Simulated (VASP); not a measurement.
Consider the following.

```
PtS2
1.0
    3.57923     0.00000     0.00000
   -1.78962     3.09971     0.00000
    0.00000     0.00000     4.67294
Pt S
1 2
Direct
  0.00000   0.00000   0.00000
  0.33333   0.66667   0.25765
  0.66667   0.33333   0.74235
```

Level of theory: PBE GGA with D3 dispersion (Becke-Johnson damping), VASP's PBE PAW potentials (set 64) (plane waves; VASP). Run with 480 eV cut-off, 7×7×5 Γ-centred mesh, Gaussian smearing of 0.050 eV, potentials Pt S.

Question: Predict the energy per atom (σ→0).

Answer: 
```yaml
energy per atom (σ→0): -5.556 eV/atom
```

Total energies compare only between runs with the same potentials, cut-off and functional.

The compound is PtS2 in the 1T layered structure. It was relaxed first, which changed the volume by -5 %. The start is the result of an earlier pass.
